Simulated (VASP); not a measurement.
Input of a VASP 6.6.1 run:

INCAR

```
SYSTEM = GaBiSe3
  ALGO = Fast
  EDIFF = 1E-4
  EDIFFG = -0.08
  ENCUT = 520
  GGA = PE
  IBRION = 2
  ISIF = 3
  ISMEAR = 0
  LASPH = .TRUE.
  LCHARG = .FALSE.
  LREAL = .FALSE.
  LWAVE = .FALSE.
  NELM = 60
  NSW = 24
  PREC = Normal
  SIGMA = 0.15
```

File KPOINTS:

```
k-points
0
G
  4 4 4
  0 0 0
```

File POSCAR:

```
GaBiSe3
1.0
    2.0250000000      1.1691343000      9.4000000000
   -2.0250000000      1.1691343000      9.4000000000
    0.0000000000     -2.3382685900      9.4000000000
Ga Bi Se
1 1 3
Direct
    0.5403000000      0.5403000000      0.5403000000
    0.7307000000      0.7307000000      0.7307000000
    0.4543000000      0.4543000000      0.4543000000
    0.2340000000      0.2340000000      0.2340000000
    0.0000000000      0.0000000000      0.0000000000
```

Potentials or basis: VASP PAW PBE potentials, release 64 (Ga_d, Bi_d, Se).

Launch:

```console
$ cat potpaw_PBE.64/Ga_d/POTCAR potpaw_PBE.64/Bi_d/POTCAR potpaw_PBE.64/Se/POTCAR > POTCAR
$ mpirun -np 1 vasp_std > vasp.out
```

Estimate the band gap on the k mesh.

0.67 eV, indirect (least direct gap 0.82 eV).

What does it give for the relaxed volume?

28.30 Å³/atom.

Final structure:
```yaml
crystal:
  lattice:
    - [2.05070, 1.18397, 9.71423]
    - [-2.05070, 1.18397, 9.71423]
    - [0.00000, -2.36794, 9.71423]
  atoms:
    - { symbol: Ga, position: [0.53715, 0.53715, 0.53715] }
    - { symbol: Bi, position: [0.72526, 0.72526, 0.72526] }
    - { symbol: Se, position: [0.45546, 0.45546, 0.45546] }
    - { symbol: Se, position: [0.23841, 0.23841, 0.23841] }
    - { symbol: Se, position: [0.00303, 0.00303, 0.00303] }
```

Caveat: the k mesh is coarse (spacing up to 0.45 Å⁻¹), so the values aren't converged; spin-orbit coupling is left out, which as a rule narrows the gap of such compounds by several tenths of an eV. A k mesh can miss the band edges.
